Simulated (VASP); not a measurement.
Input:

```xyz
2
Lattice="2.8122 0.0000 0.0000 0.0000 2.8122 0.0000 0.0000 0.0000 4.0496" Properties=species:S:1:pos:R:3 pbc="T T T"
Ti     0.0000     0.0000     0.0000
Al     1.4061     1.4061     2.0248
```

All values below come from MS2 meta-GGA, VASP's PBE PAW potentials (set 64) (plane waves; VASP). Settings: 520 eV cut-off, 14×14×10 Γ-centred mesh, tetrahedra with Blöchl corrections, potentials Ti_sv Al.

Q: Give the energies of bands 5 to 10 at the high-symmetry points, in eV from the Fermi level.

A: 
```json
[
 {"band": "5", "Γ": "-9.35", "X": "-4.76", "M": "-3.24", "Z": "-7.83", "R": "-5.08", "A": "-2.52"},
 {"band": "6", "Γ": "-1.95", "X": "-4.71", "M": "-0.58", "Z": "-5.52", "R": "-3.08", "A": "-2.35"},
 {"band": "7", "Γ": "-0.98", "X": "-1.74", "M": "-0.58", "Z": "-0.80", "R": "-1.32", "A": "-2.35"},
 {"band": "8", "Γ": "-0.47", "X": "-0.28", "M": "-0.40", "Z": "0.74", "R": "-1.32", "A": "1.92"},
 {"band": "9", "Γ": "2.37", "X": "2.17", "M": "-0.15", "Z": "2.01", "R": "1.49", "A": "2.31"},
 {"band": "10", "Γ": "2.37", "X": "2.75", "M": "-0.15", "Z": "2.01", "R": "2.22", "A": "2.72"}
]
```

It has no gap at this level: it comes out as a metal or semimetal.

The compound is TiAl in the L1_0 structure. It was relaxed first. The electron count is odd and the run is not spin-polarised, which forces a metal.
